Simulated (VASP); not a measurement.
Given:

```yaml
crystal:
  lattice:
    - [0.00000, 3.06865, 3.06865]
    - [3.06865, 0.00000, 3.06865]
    - [3.06865, 3.06865, 0.00000]
  atoms:
    - { symbol: Ga, position: [0.00000, 0.00000, 0.00000] }
    - { symbol: Sb, position: [0.25000, 0.25000, 0.25000] }
```

These are revPBE GGA, VASP's PBE PAW potentials (set 64) (plane waves; VASP 6.6.1) values and carry that method's errors. Run with 520 eV cut-off, 10×10×10 Γ-centred mesh, first-order Methfessel-Paxton smearing of 0.10 eV, potentials Ga_d Sb.

**Question.** Give the stress tensor in GPa (positive for a compressed cell).

**Answer.** 
```
3.00  0.00  0.00
0.00  3.00  0.00
0.00  0.00  3.00
```
The pressure is its mean diagonal, 3.00 GPa.

The compound is GaSb in the zinc blende structure. This cell is one point of a volume scan, at 0.94 of the reference volume.
